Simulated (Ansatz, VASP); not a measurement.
# H6C4F3: VASP beside Ansatz

Wanted: the spread between two codes on one cell, functional and k mesh. The structure shown is frame 67 of Ansatz's trajectory.

Calculated with Ansatz 0.2.0; plane waves, with VASP 6.6.1 beside it; single point at PBE with D3(BJ).

## (1) Starting point

The cell holds 78 atoms: 24 C, 18 F and 36 H. Its edges and angles: a = 9.169 Å, b = 9.169 Å, c = 9.169 Å, α = 90.0°, β = 90.0°, γ = 90.0°. As first built, before any earlier steps moved the atoms (in the runner's words): 3 poly(vinylidene fluoride) chains of 3 units placed at random, at 1.44 g/cm^3; overlaps pushed apart, then 20 ps at 800 K with MMFF94 bonds, angles, torsions, charges and radii (Halgren, J. Comput. Chem. 17, 490 (1996)) in harmonic and 12-6 forms; charges of ions scaled by 0.8. Snapshot after 30 ps at 500 K and fixed volume.

## (2) Ansatz: dynamics, PBE with D3(BJ)

Ansatz runs on its default PAW (the set named soft_2) files.

One frame of this run of dynamics is then solved in both programs, so the motion causes no difference.

input.yaml reads:

```yaml
crystal:
  lattice:
    - [9.16861, 0.0, 0.0]
    - [0.0, 9.16861, 0.0]
    - [0.0, 0.0, 9.16861]
  atoms:
    - { symbol: C, position: [0.19551, 0.61423, 0.1719] }
    - { symbol: C, position: [0.13047, 0.461, 0.19125] }
    - { symbol: C, position: [0.22174, 0.33361, 0.19519] }
    - { symbol: F, position: [0.30285, 0.32141, 0.06092] }
    - { symbol: F, position: [0.32484, 0.34055, 0.30408] }
    - { symbol: C, position: [0.16239, 0.17628, 0.18957] }
    - { symbol: C, position: [0.0657, 0.16327, 0.32306] }
    - { symbol: F, position: [0.96491, 0.27107, 0.32363] }
    - { symbol: F, position: [0.1556, 0.17391, 0.44423] }
    - { symbol: C, position: [0.99969, 0.01335, 0.33546] }
    - { symbol: C, position: [0.88488, 0.0103, 0.4546] }
    - { symbol: F, position: [0.83205, 0.87386, 0.45425] }
    - { symbol: F, position: [0.77431, 0.09867, 0.41254] }
    - { symbol: C, position: [0.93663, 0.0426, 0.60075] }
    - { symbol: H, position: [0.11593, 0.69162, 0.15286] }
    - { symbol: H, position: [0.25782, 0.64262, 0.26525] }
    - { symbol: H, position: [0.268, 0.63469, 0.0781] }
    - { symbol: H, position: [0.04949, 0.43479, 0.10799] }
    - { symbol: H, position: [0.06252, 0.48345, 0.2889] }
    - { symbol: H, position: [0.09189, 0.17292, 0.09642] }
    - { symbol: H, position: [0.24892, 0.09457, 0.18872] }
    - { symbol: H, position: [0.10225, 0.93898, 0.35887] }
    - { symbol: H, position: [0.95058, 0.99198, 0.23075] }
    - { symbol: H, position: [0.03632, 0.99152, 0.64026] }
    - { symbol: H, position: [0.85188, 0.00397, 0.67076] }
    - { symbol: H, position: [0.96148, 0.15366, 0.61893] }
    - { symbol: C, position: [0.90592, 0.45473, 0.58951] }
    - { symbol: C, position: [0.9385, 0.54675, 0.71498] }
    - { symbol: C, position: [0.08199, 0.50373, 0.79433] }
    - { symbol: F, position: [0.10025, 0.5951, 0.90558] }
    - { symbol: F, position: [0.07994, 0.36965, 0.85361] }
    - { symbol: C, position: [0.22715, 0.51268, 0.71113] }
    - { symbol: C, position: [0.25312, 0.66242, 0.65203] }
    - { symbol: F, position: [0.24776, 0.7674, 0.75641] }
    - { symbol: F, position: [0.15668, 0.69446, 0.54633] }
    - { symbol: C, position: [0.39824, 0.66025, 0.56427] }
    - { symbol: C, position: [0.43867, 0.8084, 0.49624] }
    - { symbol: F, position: [0.33045, 0.86058, 0.41467] }
    - { symbol: F, position: [0.5591, 0.80816, 0.40642] }
    - { symbol: C, position: [0.46731, 0.91655, 0.62123] }
    - { symbol: H, position: [0.82178, 0.51212, 0.52538] }
    - { symbol: H, position: [0.86844, 0.35216, 0.62454] }
    - { symbol: H, position: [0.9947, 0.43113, 0.51302] }
    - { symbol: H, position: [0.84808, 0.53578, 0.79461] }
    - { symbol: H, position: [0.93951, 0.66737, 0.68928] }
    - { symbol: H, position: [0.31448, 0.47126, 0.78741] }
    - { symbol: H, position: [0.2267, 0.44745, 0.61086] }
    - { symbol: H, position: [0.38677, 0.57155, 0.48416] }
    - { symbol: H, position: [0.49797, 0.64618, 0.62648] }
    - { symbol: H, position: [0.52637, 0.00382, 0.57595] }
    - { symbol: H, position: [0.36345, 0.94983, 0.66351] }
    - { symbol: H, position: [0.52673, 0.85814, 0.71119] }
    - { symbol: C, position: [0.65471, 0.29392, 0.79721] }
    - { symbol: C, position: [0.57723, 0.21261, 0.91015] }
    - { symbol: C, position: [0.65112, 0.07488, 0.97037] }
    - { symbol: F, position: [0.7683, 0.12894, 0.05052] }
    - { symbol: F, position: [0.71776, 0.99872, 0.86815] }
    - { symbol: C, position: [0.54196, 0.99006, 0.06093] }
    - { symbol: C, position: [0.5547, 0.82456, 0.06224] }
    - { symbol: F, position: [0.46207, 0.76857, 0.16513] }
    - { symbol: F, position: [0.51834, 0.76786, 0.93549] }
    - { symbol: C, position: [0.69682, 0.77164, 0.12246] }
    - { symbol: C, position: [0.71, 0.60915, 0.12303] }
    - { symbol: F, position: [0.83702, 0.57405, 0.18954] }
    - { symbol: F, position: [0.72781, 0.56209, 0.98445] }
    - { symbol: C, position: [0.58903, 0.51686, 0.19728] }
    - { symbol: H, position: [0.76142, 0.32056, 0.84716] }
    - { symbol: H, position: [0.6796, 0.21661, 0.7144] }
    - { symbol: H, position: [0.58727, 0.38592, 0.76582] }
    - { symbol: H, position: [0.57354, 0.29596, 0.00085] }
    - { symbol: H, position: [0.46588, 0.18698, 0.87549] }
    - { symbol: H, position: [0.43182, 0.00561, 0.02162] }
    - { symbol: H, position: [0.54295, 0.03497, 0.17611] }
    - { symbol: H, position: [0.78429, 0.80792, 0.0382] }
    - { symbol: H, position: [0.71319, 0.84233, 0.22135] }
    - { symbol: H, position: [0.62516, 0.39755, 0.20955] }
    - { symbol: H, position: [0.48689, 0.53461, 0.13527] }
    - { symbol: H, position: [0.56763, 0.56882, 0.30582] }
kpoints:
  mp_grid: { grid: [1, 1, 1] }
hamiltonian:
  xc: pbe
  dispersion: d3bj
scf:
  occupations: { method: fermi_dirac, width: 0.05 }
output:
  forces: true
md:
  timestep: 0.5
  n_steps: 200
  ensemble: nvt_nose_hoover
  temperature: 500
  initial_velocities: maxwell_boltzmann
  seed: 5327
```

Command:

```
$ ansatz run input.yaml --threads 4 --pin off --max-ram 8192MiB --backend cpu --events-out ev --progress --plain --runs-dir out
```

Numbers of over 12 decimals in the logs are rounded to 6 here.

Output:

```text
Warning: md: disabling space-group detection — thermal motion breaks the input geometry's symmetry, so no spatial operation reduces the k-mesh or symmetrises the density; time reversal is kept, so that k and −k are solved as one point where they differ and the mesh holds both, and exact exchange and, on two spinor components, a DFT+U term hold to it where the run has them: on two components no moment then forms, and  [...]
Engine: ansatz 0.2.0, aarch64-unknown-linux-gnu
Pseudopotentials: kind: paw
Pseudopotential: C, paw, valence charge 4, recommended cutoff 420 eV (normal), C.paw.azcp
Pseudopotential: F, paw, valence charge 7, recommended cutoff 420 eV (normal), F.paw.azcp
Pseudopotential: H, paw, valence charge 1, recommended cutoff 420 eV (normal), H.paw.azcp
Functional definition: PBE
  parameter kappa = 0.804
  parameter beta = 0.066725
  exchange = pbe_x(kappa = kappa, mu = beta*pi^2/3)
  correlation = pbe_c(beta = beta)
Crystal: 78 atoms, lattice volume = 770.745 Å³
Basis set: ecut = 420 eV, 15155 PW (Γ), exchange–correlation on 128×128×128 points (8 copies of the dense FFT grid, shifted against one another)
Bands: 207, of which v1, the nominal top of the filled ones, is band 129 counted from 1 (128 counted from 0)
Symmetry: 1 space group operations
k-points: 1
Non-local potential: C, projectors of the file, l = 0: 2, l = 1: 2, l = 2: 1
Non-local potential: F, projectors of the file, l = 0: 2, l = 1: 2, l = 2: 1
Non-local potential: H, projectors of the file, l = 0: 2, l = 1: 1
PAW form: soft (Blöchl's): semilocal exchange-correlation on the pseudo side does not see the compensation charge
PAW one-centre angular grid: C, 110 points (default); XC on 64 Gauss nodes
PAW one-centre angular grid: F, 110 points (default); XC on 64 Gauss nodes
PAW one-centre angular grid: H, 110 points (default); XC on 64 Gauss nodes
Initial density: superposition of atomic densities (neutral atoms: chi_scale 0, normalization atom), corrected by the library's trained network
Initial wavefunctions: pseudopotential atomic-orbital guess
Functional: x = pbe(κ = 0.804, μ = 0.219515), c = pbe(β = 0.066725)
SCF iter   1: F=—  HF=-21144.335933 eV  |F-HF|=—  |Δ(HF+E_count)|=         —  Δρ=5.51e-3  dr2=3.29e-1  ethr=1.77e-3  ⟨swp⟩=6.0  Hψ=913  notcnv=0  defer=11
preconditioner: auto → Resta (q_TF=auto, 2.273 Å⁻¹)  ε∞=2.5  [insulator: Δε(μ)=6.066 eV  Ē_g=17.149 eV  σ=0.050 eV  W_gap=1.00  n_scr=170 (ndim 8)  ℏωp=20.8 eV  f_vac=0.269  D(μ)=0.00/eV (n_scr^D=0)  ε∞_Penn≈2.5]
SCF iter   2: F=—  HF=-21144.263797 eV  |F-HF|=—  |Δ(HF+E_count)|=   7.21e-2  Δρ=2.64e-3  dr2=6.12e-2  ethr=1.28e-4  ⟨swp⟩=3.0  Hψ=372  notcnv=0  defer=74
SCF iter   3: F=—  HF=-21144.252536 eV  |F-HF|=—  |Δ(HF+E_count)|=   1.13e-2  Δρ=1.18e-3  dr2=1.41e-2  ethr=2.37e-5  ⟨swp⟩=2.0  Hψ=256  notcnv=0  defer=74
SCF iter   4: F=—  HF=-21144.249623 eV  |F-HF|=—  |Δ(HF+E_count)|=   2.91e-3  Δρ=4.13e-4  dr2=1.40e-3  ethr=5.45e-6  ⟨swp⟩=2.0  Hψ=256  notcnv=0  defer=74
SCF iter   5: F=—  HF=-21144.249414 eV  |F-HF|=—  |Δ(HF+E_count)|=   2.10e-4  Δρ=1.43e-4  dr2=1.74e-4  ethr=5.44e-7  ⟨swp⟩=2.0  Hψ=252  notcnv=0  defer=74
SCF iter   6: F=—  HF=-21144.249374 eV  |F-HF|=—  |Δ(HF+E_count)|=   3.98e-5  Δρ=6.96e-5  dr2=2.72e-5  ethr=6.75e-8  ⟨swp⟩=2.0  Hψ=262  notcnv=0  defer=74
SCF iter   7: F=—  HF=-21144.250503 eV  |F-HF|=—  |Δ(HF+E_count)|=   1.13e-3  Δρ=2.45e-5  dr2=3.48e-6  ethr=1.05e-8  ⟨swp⟩=2.0  Hψ=336  notcnv=0  defer=74
SCF iter   8: F=—  HF=-21144.250501 eV  |F-HF|=—  |Δ(HF+E_count)|=   1.70e-6  Δρ=7.27e-6  dr2=4.34e-7  ethr=1.35e-9  ⟨swp⟩=2.0  Hψ=262  notcnv=0  defer=74
SCF iter   9: F=-21144.250501 eV  HF=-21144.250501 eV  |F-HF|=6.29e-8  |Δ(HF+E_count)|=   3.49e-7  Δρ=2.35e-6  dr2=4.53e-8  ethr=3.02e-11  ⟨swp⟩=5.0  Hψ=600  notcnv=0
SCF 1 converged in 9 iterations: F = -21144.250501 eV  dr2 = 4.53e-8
  greatest PAW one-centre occupation: 0.935 electrons in one spin orbital (limit 2), on the F atom at site 59 (counted from 0), in its partial waves of l = 0
md step     0: t =     0.00 fs  T =   500.0 K  F+E_penalty+E_count = -21144.25050103 eV  E_kin = 4.976510 eV  conserved = -21139.27399107 eV  (9 SCF iters)
[... from here on, the SCF cycles and remarks between the steps are left out ...]
md step   194: t =    97.00 fs  T =   474.3 K  F+E_penalty+E_count = -21143.86026428 eV  E_kin = 4.721007 eV  conserved = -21139.27102518 eV  (4 SCF iters)
md step   195: t =    97.50 fs  T =   473.3 K  F+E_penalty+E_count = -21143.84804815 eV  E_kin = 4.710658 eV  conserved = -21139.27036541 eV  (4 SCF iters)
md step   196: t =    98.00 fs  T =   476.1 K  F+E_penalty+E_count = -21143.87473810 eV  E_kin = 4.738689 eV  conserved = -21139.27025384 eV  (4 SCF iters)
md step   197: t =    98.50 fs  T =   483.0 K  F+E_penalty+E_count = -21143.94195222 eV  E_kin = 4.806849 eV  conserved = -21139.27056915 eV  (4 SCF iters)
md step   198: t =    99.00 fs  T =   493.2 K  F+E_penalty+E_count = -21144.04368536 eV  E_kin = 4.909083 eV  conserved = -21139.27136676 eV  (4 SCF iters)
md step   199: t =    99.50 fs  T =   505.5 K  F+E_penalty+E_count = -21144.16584438 eV  E_kin = 5.031237 eV  conserved = -21139.27271209 eV  (4 SCF iters)
md step   200: t =   100.00 fs  T =   517.5 K  F+E_penalty+E_count = -21144.28584776 eV  E_kin = 5.150895 eV  conserved = -21139.27443689 eV  (8 SCF iters)
SCF converged after 8 iterations
Free energy (F): -21144.285848 eV
Harris-Foulkes:  -21144.285848 eV  (|F-HF|=4.58e-10)
Internal energy: -21144.285848 eV  (E = F + TS)
E sigma→0 (E₀):  -21144.285848 eV
Fermi energy:    1.807881 eV
--- Per-component energies (eV) ---
  E_band       = -2232.723454
  E_kinetic    = 6372.268764
  E_local      = -24158.404683  (includes V_loc(G=0)·N_el)
  E_nonlocal   = 2023.979450
  E_hartree    = 9286.199212
  E_xc         = -2902.834188
  E_vxc        = -3673.073940  (∫ρ·V_xc dr)
  E_paw        = -6007.636352  (= ΣΔE_a)
  E_vpaw       = -1369.878413  (= ΣTr[D̂ρ^β])
  E_aug_tail   = -0.012304  (compensation charges beyond the density's cutoff)
  E_ewald      = -5754.052800
  E_disp       = -3.792946  (pairwise vdW)
  E_smearing   = -0.000000  (= −TS)
  E_closure    = 0.000000  (closes the sum)
  Σ components = -21144.285848   (vs F -21144.285848, Δ=0.00e0)
--- Forces (eV/Å), atoms counted from 1 ---
  atom   1  C      1.07831830    -1.87398454     0.55620769
  atom   2  C     -1.57935732     2.04147125     1.05612269
  atom   3  C      1.22066975    -0.99265951     0.45983961
  atom   4  F     -0.34291797    -0.23853066    -0.48461025
  atom   5  F     -0.91386407    -0.21124340    -0.22128208
  atom   6  C      0.83107317     1.45489301     1.53090582
  atom   7  C     -0.73666014     3.57980587    -0.40885111
  atom   8  F      0.73000237    -1.45807601     0.57507821
  atom   9  F     -0.72222128    -0.53087494    -1.17292715
  atom  10  C      1.18973504    -2.40873239     1.53069774
  atom  11  C     -0.29890232     1.44200642    -0.80802906
  atom  12  F      0.05709127     0.12552089     0.07263215
  atom  13  F     -0.76088749     0.25194235     0.03277687
  atom  14  C     -0.80813947    -0.51860062     0.28651133
  atom  15  H     -1.11767736     0.71583236    -0.17690099
  atom  16  H      0.61934157    -0.27145380     0.51805486
  atom  17  H     -0.29230767     0.12524350    -0.70798738
  atom  18  H      0.35229085    -0.86070729    -0.95140031
  atom  19  H      0.82826926    -0.04117897    -0.14626590
  atom  20  H     -0.42189391    -0.40218481    -0.37343767
  atom  21  H      0.38357988    -0.44676061    -0.37708969
  atom  22  H     -0.80127874     0.89636358    -0.48546766
  atom  23  H     -0.25152220    -0.14038029     0.28442951
  atom  24  H      0.19149902    -0.20013114     0.19085792
[...]
atom  71  H     -0.58568241     0.21961488    -0.08339025
  atom  72  H     -1.49858972     0.36462802    -1.29306831
  atom  73  H      1.29202203    -0.57067868    -1.22365872
  atom  74  H     -0.66434341    -1.14557869     0.08916140
  atom  75  H      0.15188069    -0.53280295    -1.72071077
  atom  76  H     -1.08140895     1.05929063     0.06881050
  atom  77  H      0.27154001    -0.24510319    -0.14002258
  atom  78  H      0.36870293    -0.28137320     0.49154086
  max |Σ_I F_I| component: 6.26e-5 eV/Å
--- MD trajectory: 200 steps, t = 0.0 → 100.0 fs ---
  final state: T = 517.5 K   F+E_penalty+E_count = -21144.28584776 eV   E_kin = 5.150895 eV
  conserved energy: peak-to-peak 8.001e-3 eV (1.026e-4 eV/atom) over 100.0 fs
```

## (3) VASP: single point, PBE with D3(BJ)

The same cell, functional, mesh and smearing now go to VASP, with its own data sets.

Lines of VASP's logs that name or quote its potential files are left out, and so is its time.

INCAR reads:

```
SYSTEM = H6C4F3
PREC = Accurate
ENCUT = 520
EDIFF = 1E-06
NELM = 120
ISMEAR = -1
SIGMA = 0.05
LREAL = Auto
ALGO = Normal
GGA = PE
IVDW = 12
NBANDS = 184
LORBIT = 11
LWAVE = .FALSE.
LCHARG = .FALSE.
ISIF = 2
LASPH = .TRUE.
GGA_COMPAT = .FALSE.
EFERMI = MIDGAP
NCORE = 2
```

POSCAR reads:

```
H6C4F3
1.0
    9.1686100000      0.0000000000      0.0000000000
    0.0000000000      9.1686100000      0.0000000000
    0.0000000000      0.0000000000      9.1686100000
C F H
24 18 36
Direct
    0.1843681867      0.6038210808      0.1977071770
    0.1128960660      0.4553252892      0.1931808638
    0.2318781146      0.3290029786      0.1871385085
    0.1741703486      0.1756209502      0.1988523887
    0.0802302639      0.1416027075      0.3359287831
    0.0022675193      0.0027485082      0.3400297319
    0.8837108351      0.0000981610      0.4694822879
    0.9497295664      0.0431799368      0.6151641307
    0.9079784177      0.4306432491      0.5793244559
    0.9306208902      0.5218784527      0.7090060544
    0.0728136544      0.5040022424      0.7962493770
    0.2222910561      0.5201660884      0.7156264690
    0.2491435452      0.6580495844      0.6322114257
    0.3975629894      0.6716939645      0.5476838910
    0.4379616976      0.8242470778      0.4928446079
    0.4789929989      0.9538305152      0.5977787255
    0.6507529495      0.2833362963      0.7798346750
    0.5861084723      0.2284097589      0.9079784177
    0.6465429329      0.0884103479      0.9789379197
    0.5259575879      0.9933348676      0.0380864711
    0.5585470426      0.8302239925      0.0488950888
    0.7037489870      0.7735523705      0.1037561855
    0.7183313501      0.6073875975      0.1256242767
    0.6015960980      0.5265138336      0.2080249896
    0.3211610048      0.3355906730      0.0555918509
    0.3296246650      0.3650826025      0.2919417447
    0.9668750225      0.2435374610      0.3380556049
    0.1635798665      0.1770824585      0.4554670773
    0.8305402891      0.8613301253      0.4663084153
    0.7726362011      0.0905262630      0.4286691221
    0.0525161393      0.6053480299      0.9146206459
    0.0842984924      0.3689436021      0.8514158635
    0.2628097389      0.7614458462      0.7408320345
    0.1451365038      0.7005860212      0.5429612559
    0.3335511053      0.8675906162      0.3937456168
    0.5658000504      0.7956167838      0.4128433863
    0.7606278378      0.1286563612      0.0719956460
    0.7136523421      0.0038708158      0.8758470477
    0.4483122305      0.7916358096      0.1407192584
    0.5254340625      0.7628528207      0.9244803738
    0.8451989996      0.5891841839      0.2130530146
    0.7261842308      0.5377260021      0.9980465959
    0.1007131943      0.6736571847      0.1718362980
    0.2130421078      0.6282522651      0.3063714129
    0.2774139155      0.5997528524      0.1237046837
    0.0398751828      0.4201836483      0.1076717191
    0.0480225465      0.4328355116      0.2969043290
    0.1057957531      0.1512661134      0.1063410921
    0.2701390941      0.1066246683      0.1879456101
    0.0838949415      0.9039647231      0.3449159687
    0.9460976091      0.9868126139      0.2389129868
    0.0517962919      0.9821445126      0.6263326720
    0.8699028533      0.0102523720      0.6989936315
    0.9477009056      0.1554434096      0.6275106041
    0.8102536808      0.4737250248      0.5202097155
    0.8594541594      0.3276505381      0.6077911483
    0.9910662576      0.4138140896      0.5019299545
    0.8348157463      0.5060854372      0.7758537008
    0.9215791707      0.6407514334      0.6748351168
    0.3179980390      0.5007083953      0.7893562928
    0.2239925136      0.4265641139      0.6407514334
    0.4069646326      0.5840470911      0.4679335254
    0.4895180404      0.6479062802      0.6188069947
    0.5004248190      0.0536395375      0.5441500947
    0.3912261510      0.9787961316      0.6691854054
    0.5737838124      0.9355616609      0.6735590237
    0.7490121185      0.3478280786      0.7970237582
    0.6683128631      0.2019826342      0.6970631317
    0.5836326335      0.3680601531      0.7316594337
    0.5597904153      0.3001654558      0.0037737454
    0.4797782870      0.1928754740      0.8684631585
    0.4449420359      0.0090635331      0.9583906394
    0.4820250834      0.0321531835      0.1478086646
    0.7921375214      0.7945479195      0.0179525577
    0.7344951961      0.8401382543      0.2046766086
    0.5994365558      0.4006714213      0.1961584144
    0.4886564048      0.5563111529      0.1745302723
    0.6073003432      0.5576635935      0.3242367164
```

KPOINTS reads:

```
Automatic mesh
0
Gamma
1 1 1
0 0 0
```

Potentials, in the order of the species: C, F and H (PBE family, release 64).

Command:

```
$ mpirun -np 8 vasp_gam
```

Output:

```text
[banner, memory and clock lines left out]
running    8 mpi-ranks, on    1 nodes
[...]
LDA part: xc-table for (Slater+PW92), standard interpolation
 POSCAR, INCAR and KPOINTS ok, starting setup
[...]
entering main loop
       N       E                     dE             d eps       ncg     rms          rms(c)
DAV:   1     0.201323421727E+04    0.20132E+04   -0.14904E+05   392   0.134E+03
DAV:   2    -0.265244358378E+03   -0.22785E+04   -0.21615E+04   448   0.329E+02
DAV:   3    -0.452732507508E+03   -0.18749E+03   -0.18610E+03   440   0.978E+01
DAV:   4    -0.456432799706E+03   -0.37003E+01   -0.36847E+01   456   0.151E+01
[...]
DAV:  16    -0.420837497269E+03    0.12302E-04   -0.25732E-05   416   0.242E-02    0.677E-03
DAV:  17    -0.420837496713E+03    0.55555E-06   -0.10448E-05   456   0.115E-02    0.442E-03
DAV:  18    -0.420837496204E+03    0.50941E-06   -0.42604E-06   424   0.813E-03
   1 F= -.42464244E+03 E0= -.42464244E+03  d E =0.000000E+00
```

From OUTCAR (step 3):

```text
  FREE ENERGIE OF THE ION-ELECTRON SYSTEM (eV)
  ---------------------------------------------------
  free  energy   TOTEN  =      -424.6424407448 eV

  energy  without entropy=     -424.6424407448  energy(sigma->0) =     -424.64244074

[... 1 further part left out ...]
```

The run ends at a pressure of 3.02 GPa, with forces up to 4.5 eV/Å.

## (4) Comparison

Known differences besides the potentials themselves: the cutoff is 420 eV in Ansatz and 520 eV in VASP (PREC = Accurate, projectors in real space). Total energies have different zeros and are not compared.

Forces on 9 of the 78 atoms, those with the largest forces and the largest differences (eV/Å; atoms numbered as in POSCAR):

```csv
atom,"Ansatz x, y, z","VASP x, y, z"
C6,"0.874, -2.820, 1.612","0.865, -2.838, 1.611"
C7,"2.399, 0.169, -1.562","2.796, 0.290, -1.459"
C8,"-1.744, -2.945, 0.035","-1.733, -2.925, 0.043"
C13,"3.361, 0.391, 0.843","3.654, 0.035, 0.879"
C17,"2.103, 2.456, -1.849","2.118, 2.451, -1.865"
C18,"-2.487, -1.935, 3.254","-2.479, -1.932, 3.279"
C21,"-0.135, 0.671, 1.061","0.245, 0.967, 1.190"
C23,"-1.385, 0.131, 2.703","-1.623, 0.358, 2.914"
F34,"-1.968, 0.254, -0.961","-2.310, 0.397, -1.259"
```

The forces differ by 133 meV/Å r.m.s., which is 12.4 % of the r.m.s. force of 1.074 eV/Å (both taken over all components).

## (5) Outcome

- r.m.s. force difference (single point, PBE with D3(BJ)): 12 % of the r.m.s. force

In words: The r.m.s. force difference is 12 % of the r.m.s. force (single point, PBE with D3(BJ)), beyond the 3 % picked in this series as the mark of a large difference. What causes the difference of the single point, PBE with D3(BJ) pair stays open here. 2 further runs of this series are not shown here. Such differences can come from data sets, numerical settings and the points named under the comparisons, not from the functional's error against experiment.

[Lines on the potential files, build, host, timing and source positions are cut from VASP's logs without a mark.]

[Logs are printed without paths, hosts, clocks, repeated set-up lines and the standing remarks that a program may print on its own settings, such as how far it seeks lower states.]

[Hosts, paths, dates, database ids (printed as entryN), source tags and the programs' standing remarks are cut or masked in the printed files.]

[The MMFF94 radii named for the starting cell were scaled by 0.96; in molecules described by MMFF94, hydrogen bound to N, O or S took a small fixed 12-6 site in their place.]
